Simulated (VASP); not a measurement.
A convergence study with VASP on Ga (alpha): one setting is varied, all else stays as given below, so the limit is that of these other settings.

```xyz
4
Lattice="2.2600 -3.8300 0.0000 2.2600 3.8300 0.0000 0.0000 0.0000 4.5300" Properties=species:S:1:pos:R:3 pbc="T T T"
Ga     2.2600     2.6435     4.1631
Ga     2.2600     1.1865     1.8981
Ga     2.2600    -1.1865     2.6319
Ga     2.2600    -2.6435     0.3669
```

These are PBE GGA, VASP's PBE PAW potentials (set 64) (plane waves; VASP) values and carry that method's errors. The tightest run used: 550 eV cut-off, 12×12×11 Γ-centred mesh, first-order Methfessel-Paxton smearing of 0.10 eV, potentials Ga_d.

**Question.** The settings run are 1×1×1 mesh; 2×2×2 mesh; 3×3×3 mesh; 4×4×4 mesh; 5×5×4 mesh; 6×6×5 mesh; 7×7×6 mesh; 8×8×7 mesh; 9×9×8 mesh; 10×10×9 mesh; 11×11×10 mesh; 12×12×11 mesh. From which on does the stress (every component) stay within 0.5 GPa of the tightest run?

**Answer.** From 8×8×7 mesh on: it is off by 0.04 there and by no more than 0.5 in any finer run, while 7×7×6 mesh is off by 0.79.
```tsv
setting	E (eV/atom)	pressure (GPa)	largest force (eV/Å)	irreducible k-points	difference judged (GPa)
1×1×1 mesh	-0.7890	24.27	1.129	1	35.60
2×2×2 mesh	-2.5026	7.34	0.726	6	13.66
3×3×3 mesh	-2.9084	2.31	0.206	8	2.90
4×4×4 mesh	-2.9223	2.20	0.278	21	1.89
5×5×4 mesh	-2.9234	1.91	0.164	27	0.39
6×6×5 mesh	-2.9024	2.07	0.072	39	0.35
7×7×6 mesh	-2.8989	1.92	0.107	64	0.79
8×8×7 mesh	-2.9005	1.99	0.089	84	0.04
9×9×8 mesh	-2.8997	1.97	0.109	125	0.27
10×10×9 mesh	-2.9009	1.97	0.129	155	0.14
11×11×10 mesh	-2.9030	1.99	0.145	216	0.10
12×12×11 mesh	-2.9027	1.97	0.137	258	0.00
```

Left out are rungs that failed or repeat a setting and relaxations that didn't move; long series are thinned to 24 rows.

The compound is Ga in the alpha structure. The cell was not relaxed at this level, forces remain on its atoms.
